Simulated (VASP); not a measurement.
Computed with PBEsol GGA, VASP's PBE PAW potentials (set 64) (plane waves; VASP).

VASP ran on this input.

**POSCAR**
```
BaCa
4.0771260
  1.0000000000   0.0000000000   0.0000000000
  0.0000000000   1.0000000000   0.0000000000
  0.0000000000   0.0000000000   1.3107142139
Ca Ba
1 1
Cartesian
  0.5000000000   0.5000000000   0.6553571069
  0.0000000000   0.0000000000   0.0000000000
```

**INCAR**
```
# general
SYSTEM   =  BaCa
PREC     =  Accurate
ENCUT    =  300
LREAL    =  .False.
LASPH    =  .True.

# electronic loop
EDIFF    =  1E-6
NELM     =  100
ALGO     =  Normal
LMAXMIX  =  4

# smearing
ISMEAR   =  0
SIGMA    =  0.136

# functional
GGA      =  PS

# ions
ISIF     =  2

# output
LWAVE    =  .False.
LCHARG   =  .False.
```

File KPOINTS:
```
Automatic mesh
0
Gamma
7 7 5
0 0 0
```

POTCAR, in this order: Ca_sv Ba_sv (PBE.64 set). Program: vasp_std.

Output of the run:

### OSZICAR
```
       N       E                     dE             d eps       ncg     rms          rms(c)
DAV:   1     0.113605519670E+03    0.11361E+03   -0.74112E+03   872   0.831E+02
DAV:   2     0.264697278696E+01   -0.11096E+03   -0.10968E+03  1098   0.241E+02
DAV:   3    -0.397841797212E+01   -0.66254E+01   -0.65771E+01  1494   0.486E+01
DAV:   4    -0.421452369269E+01   -0.23611E+00   -0.23583E+00  1150   0.684E+00
DAV:   5    -0.421922651180E+01   -0.47028E-02   -0.47026E-02  1304   0.912E-01    0.329E+00
DAV:   6    -0.418605396894E+01    0.33173E-01   -0.59352E-02  1156   0.117E+00    0.189E+00
DAV:   7    -0.417550324099E+01    0.10551E-01   -0.51372E-02  1334   0.127E+00    0.180E-01
DAV:   8    -0.417501353964E+01    0.48970E-03   -0.60392E-03  1094   0.327E-01    0.448E-02
DAV:   9    -0.417498523282E+01    0.28307E-04   -0.25952E-04  1230   0.718E-02    0.267E-02
DAV:  10    -0.417500404095E+01   -0.18808E-04   -0.57626E-05  1454   0.381E-02    0.712E-03
DAV:  11    -0.417500249428E+01    0.15467E-05   -0.71044E-06   846   0.149E-02    0.316E-03
DAV:  12    -0.417500220734E+01    0.28694E-06   -0.17369E-06   870   0.847E-03
   1 F= -.41750022E+01 E0= -.41584483E+01  d E =-.331079E-01
```

**OUTCAR**
```
------------------------ aborting loop because EDIFF is reached ----------------------------------------
  FORCE on cell =-STRESS in cart. coord.  units (eV):
  Direction    XX          YY          ZZ          XY          YZ          ZX
  --------------------------------------------------------------------------------------
  Total        0.9163281      0.9163281      0.8725515      0.0000000      0.0000000     -0.0000000
  in kB       16.5268919     16.5268919     15.7373369      0.0000000      0.0000000     -0.0000000
  external PRESSURE =      16.2637069 kB  Pullay stress =       0.0000000 kB
  volume of cell :       88.83
      direct lattice vectors                 reciprocal lattice vectors
     4.077126000  0.000000000  0.000000000     0.245270811  0.000000000  0.000000000
     0.000000000  4.077126000  0.000000000     0.000000000  0.245270811  0.000000000
     0.000000000  0.000000000  5.343947000     0.000000000  0.000000000  0.187127604
 POSITION                                       TOTAL-FORCE (eV/Angst)
 -----------------------------------------------------------------------------------
      2.03856      2.03856      2.67197         0.000000      0.000000      0.000000
      0.00000      0.00000      0.00000         0.000000      0.000000      0.000000
 -----------------------------------------------------------------------------------
    total drift:                                0.000000      0.000000     -0.000000
  FREE ENERGIE OF THE ION-ELECTRON SYSTEM (eV)
  ---------------------------------------------------
  free  energy   TOTEN  =        -4.1750022073 eV

  energy  without entropy=       -4.1418943117  energy(sigma->0) =       -4.15844826
```
(Selected blocks of OUTCAR.)

At this cut-off the stress carries a Pulay error, which pulls relaxed volumes low.

The structure was generated: BaCa was put into an ordered model structure, which need not be its known phase. The cell was not relaxed at this level. The run is one of a series of settings (GGA = PS against the base run), some of them coarse on purpose.
